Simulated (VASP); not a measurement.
Consider the following.

```
CELL_PARAMETERS angstrom
      3.92600     0.00000     0.00000
      0.00000     3.92600     0.00000
      0.00000     0.00000     3.92600
ATOMIC_POSITIONS crystal
  Nb 0.00000 0.00000 0.00000
  Te 0.50000 0.50000 0.50000
```

All values below come from r2SCAN meta-GGA, VASP's PBE PAW potentials (set 64) (plane waves; VASP). Numerical set-up: 400 eV cut-off, 9×9×9 Γ-centred mesh, first-order Methfessel-Paxton smearing of 0.10 eV, potentials Nb_sv Te.

Energy and stress use the plane-wave basis of the starting cell.

Q: The ions, cell shape and volume are relaxed. Which structure does the run end with?

A: 
```
CELL_PARAMETERS angstrom
      3.41989     0.00000     0.00000
      0.00000     3.41989     0.00000
      0.00000     0.00000     3.41989
ATOMIC_POSITIONS crystal
  Nb 0.00000 0.00000 0.00000
  Te 0.50000 0.50000 0.50000
```
Space group Pm-3m (221), at a tolerance of 0.03 Å.

Q: How do energy and volume change from the first to the last step?

A: The energy (σ→0) changes by -1017.1 meV/atom and the volume by -33.9 %, in 7 ionic steps.

The structure was generated: NbTe was put into the CsCl type type (Pm-3m), which need not be its known phase. This run relaxes it. Symmetry was kept, so distortions that lower it aren't found. The electron count is odd and the run is not spin-polarised, which forces a metal.
